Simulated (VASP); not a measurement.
A run of VASP 6.6.1:

INCAR

```
SYSTEM = In2Ni3S2
  PREC = Accurate
  ENCUT = 600
  EDIFF = 1E-7
  ISMEAR = 1
  SIGMA = 0.1
  LREAL = .False.
  LASPH = .True.
  NELM = 80
  ALGO = Normal
  ISIF = 3
  LWAVE = .False.
  LCHARG = .False.
  GGA = PS
  IBRION = 2
  NSW = 90
  EDIFFG = -0.005
  KPAR = 2
```

The input KPOINTS:

```
regular mesh
0
Gamma
  8 8 8
  0 0 0
```

File POSCAR:

```
In2Ni3S2                                
1.0
    2.6586812448      1.5349903324      4.4681710849
   -2.6586812448      1.5349903324      4.4681710849
    0.0000000000     -3.0699806649      4.4681710849
  In              Ni              S             
     2     3     2
Direct
     0.5000000000000000    0.5000000000000000    0.5000000000000000
     0.0000000000000000    0.0000000000000000    0.0000000000000000
     0.5000000000000000    0.0000000000000000    0.0000000000000000
     0.0000000000000000    0.5000000000000000    0.0000000000000000
     0.0000000000000000    0.0000000000000000    0.5000000000000000
     0.7214964565540389    0.7214964565540389    0.7214964565540389
     0.2785035434459611    0.2785035434459611    0.2785035434459612
```

Potentials or basis: VASP PAW PBE potentials, release 64 (In_d, Ni, S).

Launch:

```sh
$ cat potpaw_PBE.64/In_d/POTCAR potpaw_PBE.64/Ni/POTCAR potpaw_PBE.64/S/POTCAR > POTCAR
$ mpirun -np 2 vasp_std > vasp.out
```

Hardware: 2 MPI ranks on AMD EPYC 9R45 96-Core Processor (Zen 5), on a shared host.

Q: How long does it take, and how much memory?

A: Run time: 5.6 min on 2 MPI ranks on AMD EPYC 9R45 96-Core Processor (Zen 5), with other jobs on the host, peak memory 0.53 GiB a rank. Counts: scf iterations 37, k points 65, ion steps 3.
